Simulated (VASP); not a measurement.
Output of a VASP run:

OUTCAR:
```
 ion  position               nearest neighbor table
   1  0.222  0.111  0.250-  37 1.95  48 1.98  44 1.98  36 2.00   4 3.20   2 3.24  14 3.24  16 3.24
                            10 3.24  12 3.24   9 3.25  24 3.25  32 3.25  17 3.25  13 3.25   5 3.29
   2  0.111  0.222  0.000-  37 1.97  38 1.98  41 1.98  61 1.98   5 3.22   3 3.24   1 3.24   7 3.24
                            24 3.24  26 3.24  14 3.25  25 3.25  10 3.25  33 3.25  18 3.25   6 3.25
   3  0.222  0.111  0.750-  50 1.98  46 1.98  38 1.99  39 2.02   2 3.24  14 3.24  16 3.24  10 3.24
                            12 3.24   7 3.25  11 3.25  26 3.25  34 3.25  19 3.25  15 3.25   4 3.28
   4  0.113  0.225  0.496-  36 1.93  59 1.98  39 2.03   1 3.20  24 3.21   5 3.23  16 3.24  27 3.25
                             7 3.26   8 3.26  12 3.26  35 3.27   3 3.28  26 3.28
   5  0.219  0.447  0.247-  40 1.94  52 1.98  37 2.01   6 3.18  28 3.20   9 3.20   2 3.22  18 3.23
                             4 3.23  24 3.24  20 3.25   8 3.27   1 3.29  17 3.29
   6  0.111  0.556  0.000-  40 1.96  45 1.98  65 1.98  41 1.98   5 3.18   9 3.24  11 3.24  28 3.24
                            30 3.24   7 3.24  10 3.25  18 3.25  29 3.25  21 3.25  25 3.25   2 3.25
   7  0.222  0.444  0.750-  42 1.96  41 1.99  39 2.00  54 2.01   2 3.24  18 3.24   6 3.24   8 3.24
                             3 3.25  30 3.25  26 3.25  11 3.25  19 3.25  22 3.25   4 3.26
   8  0.111  0.559  0.502-  63 1.99  43 2.00  42 2.02  11 3.20  12 3.21  30 3.22  23 3.23  31 3.23
                             9 3.24   7 3.24  28 3.25   4 3.26  27 3.26   5 3.27
   9  0.222  0.778  0.250-  43 1.94  44 1.98  56 1.98  40 2.03   5 3.20   8 3.24  10 3.24  12 3.24
                            21 3.24  23 3.24   6 3.24   1 3.25  32 3.25  28 3.25  13 3.25  20 3.25
  10  0.111  0.889  0.000-  45 1.98  38 1.98  69 1.98  44 1.99   9 3.24  11 3.24   1 3.24   3 3.24
                            32 3.24  34 3.24   6 3.25  21 3.25  33 3.25   2 3.25  29 3.25  14 3.25
  11  0.222  0.778  0.750-  46 1.98  58 1.98  42 1.99  45 1.99   8 3.20  10 3.24  12 3.24  21 3.24
                            23 3.24   6 3.24   3 3.25  34 3.25  30 3.25  15 3.25  22 3.25   7 3.25
  12  0.111  0.889  0.500-  36 1.97  67 1.98  46 1.99  43 2.00   8 3.21   9 3.24  11 3.24   3 3.24
                             1 3.24  32 3.24  34 3.24  23 3.25  35 3.25  31 3.25  16 3.25   4 3.26
  13  0.556  0.111  0.250-  60 1.98  56 1.98  48 1.98  47 1.99  25 3.24  27 3.24  21 3.24  23 3.24
                            14 3.24  16 3.24  17 3.25  24 3.25  20 3.25  28 3.25   9 3.25   1 3.25
  14  0.444  0.222  0.000-  38 1.98  53 1.98  49 1.98  48 1.99   1 3.24   3 3.24  17 3.24  19 3.24
                            13 3.24  15 3.24   2 3.25  21 3.25  10 3.25  18 3.25  25 3.25  29 3.25
  15  0.556  0.111  0.750-  62 1.98  58 1.98  50 1.98  49 1.99  25 3.24  27 3.24  21 3.24  23 3.24
                            14 3.24  16 3.24  26 3.25  19 3.25  22 3.25  30 3.25  11 3.25   3 3.25
  16  0.444  0.222  0.500-  47 1.98  50 1.99  51 1.99  36 2.03   1 3.24   3 3.24  17 3.24  19 3.24
                            13 3.24  15 3.24   4 3.24  23 3.25  12 3.25  27 3.25  31 3.25
  17  0.556  0.444  0.250-  52 1.95  51 1.98  48 1.98  64 1.98  14 3.24  16 3.24  29 3.24  31 3.24
                            18 3.24  13 3.25  28 3.25   1 3.25  32 3.25  20 3.25   5 3.29
  18  0.444  0.556  0.000-  41 1.98  57 1.98  53 1.98  52 2.02   5 3.23  20 3.24  22 3.24   7 3.24
                            17 3.24  19 3.24  21 3.25   6 3.25   2 3.25  33 3.25  29 3.25  14 3.25
  19  0.556  0.444  0.750-  54 1.96  50 1.98  66 1.98  53 1.99  14 3.24  16 3.24  29 3.24  31 3.24
                            18 3.24  30 3.25  15 3.25   3 3.25  34 3.25   7 3.25  22 3.25
  20  0.556  0.778  0.250-  68 1.98  56 1.98  55 2.01  52 2.02  33 3.24  35 3.24  18 3.24  21 3.24
                            23 3.24  32 3.25  13 3.25  24 3.25  17 3.25   9 3.25   5 3.25
  21  0.444  0.889  0.000-  45 1.98  49 1.98  57 1.98  56 1.99   9 3.24  11 3.24  13 3.24  15 3.24
                            20 3.24  22 3.24  10 3.25  18 3.25  14 3.25   6 3.25  25 3.25  33 3.25
  22  0.556  0.778  0.750-  70 1.98  58 1.98  57 1.99  54 1.99  33 3.24  35 3.24  18 3.24  21 3.24
                            23 3.24  34 3.25  15 3.25  26 3.25  11 3.25  19 3.25   7 3.25
  23  0.444  0.889  0.500-  55 1.97  43 1.97  47 1.98  58 1.99   8 3.23   9 3.24  11 3.24  13 3.24
                            15 3.24  20 3.24  22 3.24  12 3.25  16 3.25  27 3.25  35 3.25
  24  0.889  0.111  0.250-  60 1.98  68 1.98  59 1.99  37 2.02   4 3.21  25 3.24  27 3.24  33 3.24
                            35 3.24   2 3.24   5 3.24  13 3.25  28 3.25   1 3.25  32 3.25  20 3.25
  25  0.778  0.222  0.000-  61 1.98  49 1.98  65 1.98  60 1.99  24 3.24  26 3.24  13 3.24  15 3.24
                            28 3.24  30 3.24   2 3.25  33 3.25  21 3.25   6 3.25  14 3.25  29 3.25
  26  0.889  0.111  0.750-  39 1.93  62 1.98  70 1.98  61 1.99  25 3.24  27 3.24  33 3.24  35 3.24
                             2 3.24  15 3.25  30 3.25  34 3.25   3 3.25   7 3.25  22 3.25   4 3.28
  27  0.778  0.222  0.500-  59 1.98  47 1.98  63 1.98  62 1.99  24 3.24  26 3.24  13 3.24  15 3.24
                            28 3.24  30 3.24  35 3.25  23 3.25  31 3.25  16 3.25   4 3.25   8 3.26
  28  0.889  0.444  0.250-  40 1.95  60 1.98  64 1.98  63 1.99   5 3.20  25 3.24  27 3.24   6 3.24
                            29 3.24  31 3.24  17 3.25  24 3.25  13 3.25   9 3.25  32 3.25   8 3.25
  29  0.778  0.556  0.000-  69 1.98  53 1.98  65 1.98  64 1.99  32 3.24  34 3.24  17 3.24  19 3.24
                            28 3.24  30 3.24  33 3.25   6 3.25  10 3.25  25 3.25  18 3.25  14 3.25
  30  0.889  0.444  0.750-  42 1.95  62 1.98  66 1.98  65 1.99   8 3.22  25 3.24  27 3.24   6 3.24
                            29 3.24  31 3.24  26 3.25  19 3.25   7 3.25  15 3.25  11 3.25  34 3.25
  31  0.778  0.556  0.500-  51 1.96  67 1.98  63 1.98  66 1.99   8 3.23  32 3.24  34 3.24  17 3.24
                            19 3.24  28 3.24  30 3.24  35 3.25  12 3.25  27 3.25  16 3.25
  32  0.889  0.778  0.250-  68 1.98  64 1.98  44 1.98  67 1.99  33 3.24  35 3.24  29 3.24  31 3.24
                            10 3.24  12 3.24  20 3.25   9 3.25  24 3.25   1 3.25  17 3.25  28 3.25
  33  0.778  0.889  0.000-  69 1.98  57 1.98  61 1.98  68 1.99  32 3.24  34 3.24  20 3.24  22 3.24
                            24 3.24  26 3.24  29 3.25  10 3.25  25 3.25   2 3.25  18 3.25  21 3.25
  34  0.889  0.778  0.750-  70 1.98  66 1.98  46 1.98  69 1.99  33 3.24  35 3.24  29 3.24  31 3.24
                            10 3.24  12 3.24  22 3.25  11 3.25  26 3.25   3 3.25  19 3.25  30 3.25
  35  0.778  0.889  0.500-  55 1.94  67 1.98  59 1.98  70 1.99  32 3.24  34 3.24  20 3.24  22 3.24
                            24 3.24  26 3.24  31 3.25  27 3.25  12 3.25  23 3.25   4 3.27
  36  0.215  0.110  0.440-   4 1.93  12 1.97   1 2.00  16 2.03
  37  0.115  0.221  0.187-   1 1.95   2 1.97   5 2.01  24 2.02
  38  0.222  0.111  0.938-   2 1.98  14 1.98  10 1.98   3 1.99
  39  0.104  0.220  0.688-  26 1.93   7 2.00   3 2.02   4 2.03
  40  0.106  0.551  0.185-   5 1.94  28 1.95   6 1.96   9 2.03
  41  0.222  0.444  0.938-   2 1.98  18 1.98   6 1.98   7 1.99
  42  0.109  0.553  0.693-  30 1.95   7 1.96  11 1.99   8 2.02
  43  0.226  0.781  0.434-   9 1.94  23 1.97   8 2.00  12 2.00
  44  0.111  0.889  0.188-   9 1.98   1 1.98  32 1.98  10 1.99
...
```

### OSZICAR
```
...
  14 F= -.41758533E+03 E0= -.41758533E+03  d E =-.203472E-02  mag=     3.0000
       N       E                     dE             d eps       ncg     rms          rms(c)
DAV:   1    -0.417585332706E+03   -0.20259E-05   -0.16960E-02   848   0.335E-01    0.231E-02
RMM:   2    -0.417585358993E+03   -0.26287E-04   -0.30696E-04   721   0.385E-02    0.105E-02
RMM:   3    -0.417585362627E+03   -0.36340E-05   -0.53767E-05   572   0.148E-02    0.783E-03
RMM:   4    -0.417585361633E+03    0.99345E-06   -0.82119E-06   435   0.650E-03
  15 F= -.41758536E+03 E0= -.41758536E+03  d E =-.206665E-02  mag=     3.0000
       N       E                     dE             d eps       ncg     rms          rms(c)
DAV:   1    -0.417585670034E+03   -0.30741E-03   -0.41602E-01   736   0.166E+00    0.117E-01
RMM:   2    -0.417586250832E+03   -0.58080E-03   -0.72547E-03   720   0.189E-01    0.506E-02
RMM:   3    -0.417586326444E+03   -0.75612E-04   -0.12651E-03   792   0.717E-02    0.376E-02
RMM:   4    -0.417586296964E+03    0.29480E-04   -0.17644E-04   728   0.302E-02    0.147E-02
RMM:   5    -0.417586298336E+03   -0.13726E-05   -0.49692E-05   575   0.152E-02
  16 F= -.41758630E+03 E0= -.41758630E+03  d E =-.936703E-03  mag=     3.0000
       N       E                     dE             d eps       ncg     rms          rms(c)
DAV:   1    -0.417586299766E+03   -0.28024E-05   -0.51438E-04   752   0.586E-02    0.519E-03
RMM:   2    -0.417586300202E+03   -0.43615E-06   -0.83264E-06   432   0.642E-03    0.254E-03
RMM:   3    -0.417586300181E+03    0.21775E-07   -0.79438E-07   317   0.227E-03    0.152E-03
RMM:   4    -0.417586300113E+03    0.68010E-07   -0.10292E-07   150   0.146E-03
  17 F= -.41758630E+03 E0= -.41758630E+03  d E =-.938479E-03  mag=     3.0000
       N       E                     dE             d eps       ncg     rms          rms(c)
DAV:   1    -0.417586507381E+03   -0.20720E-03   -0.24356E-01   736   0.127E+00    0.877E-02
RMM:   2    -0.417586840201E+03   -0.33282E-03   -0.41475E-03   720   0.144E-01    0.392E-02
RMM:   3    -0.417586889530E+03   -0.49330E-04   -0.76122E-04   803   0.548E-02    0.292E-02
RMM:   4    -0.417586872381E+03    0.17149E-04   -0.96965E-05   721   0.227E-02    0.107E-02
RMM:   5    -0.417586872741E+03   -0.36015E-06   -0.25290E-05   467   0.113E-02
  18 F= -.41758687E+03 E0= -.41758687E+03  d E =-.572629E-03  mag=     3.0000
       N       E                     dE             d eps       ncg     rms          rms(c)
DAV:   1    -0.417586872896E+03   -0.51451E-06   -0.43498E-04   856   0.535E-02    0.591E-03
RMM:   2    -0.417586874097E+03   -0.12008E-05   -0.13943E-05   426   0.843E-03    0.302E-03
RMM:   3    -0.417586874306E+03   -0.20947E-06   -0.21571E-06   373   0.331E-03    0.212E-03
RMM:   4    -0.417586874305E+03    0.15152E-08   -0.38831E-07   188   0.166E-03
  19 F= -.41758687E+03 E0= -.41758687E+03  d E =-.574192E-03  mag=     3.0000
       N       E                     dE             d eps       ncg     rms          rms(c)
DAV:   1    -0.417586856765E+03    0.17541E-04   -0.24158E-01   736   0.126E+00    0.852E-02
RMM:   2    -0.417587193019E+03   -0.33625E-03   -0.40706E-03   720   0.141E-01    0.364E-02
RMM:   3    -0.417587241037E+03   -0.48018E-04   -0.72098E-04   798   0.539E-02    0.278E-02
RMM:   4    -0.417587223933E+03    0.17104E-04   -0.92456E-05   725   0.221E-02    0.102E-02
RMM:   5    -0.417587224051E+03   -0.11792E-06   -0.23891E-05   459   0.110E-02
  20 F= -.41758722E+03 E0= -.41758722E+03  d E =-.349747E-03  mag=     3.0000
```

### OUTCAR
```
------------------------ aborting loop because EDIFF is reached ----------------------------------------
  FORCE on cell =-STRESS in cart. coord.  units (eV):
  Direction    XX          YY          ZZ          XY          YZ          ZX
  --------------------------------------------------------------------------------------
  Total        4.4769666      0.6116233      1.7662495     -3.5664365     -0.3274425      0.7213923
  in kB        8.2762747      1.1306679      3.2651497     -6.5930374     -0.6053215      1.3335907
  external PRESSURE =       4.2240308 kB  Pullay stress =       0.0000000 kB
  volume of cell :      866.68
      direct lattice vectors                 reciprocal lattice vectors
     4.868317893 -8.432173817  0.000000000     0.102704879 -0.059296690  0.000000000
     4.868317893  8.432173817  0.000000000     0.102704879  0.059296690  0.000000000
     0.000000000  0.000000000 10.556283981     0.000000000  0.000000000  0.094730305
  FREE ENERGIE OF THE ION-ELECTRON SYSTEM (eV)
  ---------------------------------------------------
  free  energy   TOTEN  =      -417.5872240513 eV

  energy  without entropy=     -417.5872240513  energy(sigma->0) =     -417.58722405

 total charge

# of ion       s       p       d       tot
------------------------------------------
    1        0.996   1.344   0.357   2.696
    2        0.997   1.351   0.361   2.709
    3        0.998   1.352   0.360   2.709
    4        1.028   1.152   0.259   2.439
    5        1.064   1.156   0.242   2.462
    6        0.996   1.350   0.360   2.706
    7        0.997   1.334   0.353   2.683
    8        1.029   1.152   0.259   2.440
    9        0.996   1.344   0.357   2.696
   10        0.997   1.346   0.357   2.700
   11        0.998   1.353   0.360   2.711
   12        0.997   1.298   0.334   2.630
   13        0.997   1.349   0.359   2.705
   14        0.997   1.344   0.357   2.698
   15        0.999   1.349   0.358   2.707
   16        0.995   1.332   0.351   2.677
   17        0.996   1.340   0.354   2.691
   18        0.999   1.363   0.365   2.727
   19        0.998   1.353   0.359   2.710
   20        0.996   1.340   0.354   2.691
   21        0.997   1.344   0.357   2.698
   22        0.998   1.353   0.360   2.711
   23        0.995   1.332   0.351   2.678
   24        0.996   1.352   0.361   2.710
   25        0.998   1.353   0.361   2.712
   26        0.998   1.355   0.361   2.714
   27        0.996   1.345   0.357   2.699
   28        0.996   1.352   0.361   2.708
   29        0.997   1.347   0.358   2.702
   30        0.998   1.355   0.361   2.714
   31        1.002   1.345   0.356   2.702
   32        0.997   1.348   0.358   2.703
   33        0.997   1.347   0.358   2.702
   34        0.997   1.348   0.358   2.703
   35        1.002   1.345   0.355   2.702
   36        1.247   2.405   0.000   3.652
   37        1.247   2.438   0.000   3.684
   38        1.240   2.448   0.000   3.688
   39        1.247   2.439   0.000   3.686
   40        1.247   2.437   0.000   3.683
   41        1.240   2.449   0.000   3.689
   42        1.247   2.439   0.000   3.686
   43        1.247   2.405   0.000   3.652
   44        1.240   2.445   0.000   3.685
   45        1.240   2.448   0.000   3.688
   46        1.240   2.448   0.000   3.688
   47        1.241   2.443   0.000   3.683
   48        1.240   2.446   0.000   3.686
...
```
(Selected blocks of OUTCAR.)

### POSCAR
```
Ga35GeN35
1
    4.8683178927    -8.4321738171     0.0000000000
    4.8683178927     8.4321738171     0.0000000000
    0.0000000000     0.0000000000    10.5562839806
Ga N Ge
35 35 1
Direct
  0.2222220000   0.1111110000   0.2500000000
  0.1111110000   0.2222220000   0.0000000000
  0.2222220000   0.1111110000   0.7500000000
  0.1127000000   0.2248900000   0.4956640000
  0.2187080000   0.4469560000   0.2467480000
  0.1111110000   0.5555560000   0.0000000000
  0.2222220000   0.4444440000   0.7500000000
  0.1112340000   0.5590860000   0.5018810000
  0.2222220000   0.7777780000   0.2500000000
  0.1111110000   0.8888890000   0.0000000000
  0.2222220000   0.7777780000   0.7500000000
  0.1111110000   0.8888890000   0.5000000000
  0.5555560000   0.1111110000   0.2500000000
  0.4444440000   0.2222220000   0.0000000000
  0.5555560000   0.1111110000   0.7500000000
  0.4444440000   0.2222220000   0.5000000000
  0.5555560000   0.4444440000   0.2500000000
  0.4444440000   0.5555560000   0.0000000000
  0.5555560000   0.4444440000   0.7500000000
  0.5555560000   0.7777780000   0.2500000000
  0.4444440000   0.8888890000   0.0000000000
  0.5555560000   0.7777780000   0.7500000000
  0.4444440000   0.8888890000   0.5000000000
  0.8888890000   0.1111110000   0.2500000000
  0.7777780000   0.2222220000   0.0000000000
  0.8888890000   0.1111110000   0.7500000000
  0.7777780000   0.2222220000   0.5000000000
  0.8888890000   0.4444440000   0.2500000000
  0.7777780000   0.5555560000   0.0000000000
  0.8888890000   0.4444440000   0.7500000000
  0.7777780000   0.5555560000   0.5000000000
  0.8888890000   0.7777780000   0.2500000000
  0.7777780000   0.8888890000   0.0000000000
  0.8888890000   0.7777780000   0.7500000000
  0.7777780000   0.8888890000   0.5000000000
  0.2154690000   0.1095280000   0.4395510000
  0.1145830000   0.2207690000   0.1870090000
  0.2222220000   0.1111110000   0.9385000000
  0.1044290000   0.2203970000   0.6881240000
  0.1060430000   0.5509090000   0.1852870000
  0.2222220000   0.4444440000   0.9385000000
  0.1092280000   0.5532280000   0.6931700000
  0.2255020000   0.7805400000   0.4337500000
  0.1111110000   0.8888890000   0.1885000000
  0.2222220000   0.7777780000   0.9385000000
  0.1111110000   0.8888890000   0.6885000000
  0.5555560000   0.1111110000   0.4385000000
  0.4444440000   0.2222220000   0.1885000000
  0.5555560000   0.1111110000   0.9385000000
  0.4444440000   0.2222220000   0.6885000000
  0.5584480000   0.4448090000   0.4374250000
  0.4422830000   0.5499290000   0.1909570000
  0.5555560000   0.4444440000   0.9385000000
  0.4474310000   0.5547470000   0.6873570000
  0.5600820000   0.7825000000   0.4408240000
  0.4444440000   0.8888890000   0.1885000000
  0.5555560000   0.7777780000   0.9385000000
  0.4444440000   0.8888890000   0.6885000000
  0.8888890000   0.1111110000   0.4385000000
  0.7777780000   0.2222220000   0.1885000000
  0.8888890000   0.1111110000   0.9385000000
  0.7777780000   0.2222220000   0.6885000000
  0.8888890000   0.4444440000   0.4385000000
  0.7777780000   0.5555560000   0.1885000000
  0.8888890000   0.4444440000   0.9385000000
  0.7777780000   0.5555560000   0.6885000000
  0.8888890000   0.7777780000   0.4385000000
  0.7777780000   0.8888890000   0.1885000000
  0.8888890000   0.7777780000   0.9385000000
  0.7777780000   0.8888890000   0.6885000000
  0.4424500000   0.5490700000   0.4991010000
```

Question: Write an INCAR and KPOINTS that could have produced this output.

Answer: Several could match; the one computed here: the input of the run itself, PBE GGA, plane waves, VASP's PBE PAW potentials (set 64).

### KPOINTS
```
Automatic mesh
0
Gamma
1 1 1
0 0 0
```

### INCAR
```
ALGO  =  Fast
EDIFF  =  1E-5
EDIFFG  =  -0.03
ENCUT  =  400
GGA  =  PE
IBRION  =  2
ISIF  =  2
ISMEAR  =  0
ISPIN  =  2
ISYM  =  0
LASPH  =  .TRUE.
LCHARG  =  .FALSE.
LMAXMIX  =  4
LORBIT  =  10
LREAL  =  Auto
LWAVE  =  .TRUE.
MAGMOM  =  71*0.0423
NELECT  =  285.0
NELM  =  100
NELMIN  =  4
NSW  =  70
NUPDOWN  =  3
PREC  =  Normal
SIGMA  =  0.05
SYSTEM  =  Ga35GeN35
```

POTCAR, in this order: Ga N Ge (PBE.64 set). Program: vasp_gam.

At this cut-off the stress carries a Pulay error, which pulls relaxed volumes low. The cell is charged, with a uniform compensating background. The supercell is sampled at Γ alone, which is coarse: total energies, pressure and levels can be off, energies of defects by several tenths of an eV.

The cell is a supercell with a defect, built from GaN (wurtzite): Ge_Ga-vac_N, charge -1.
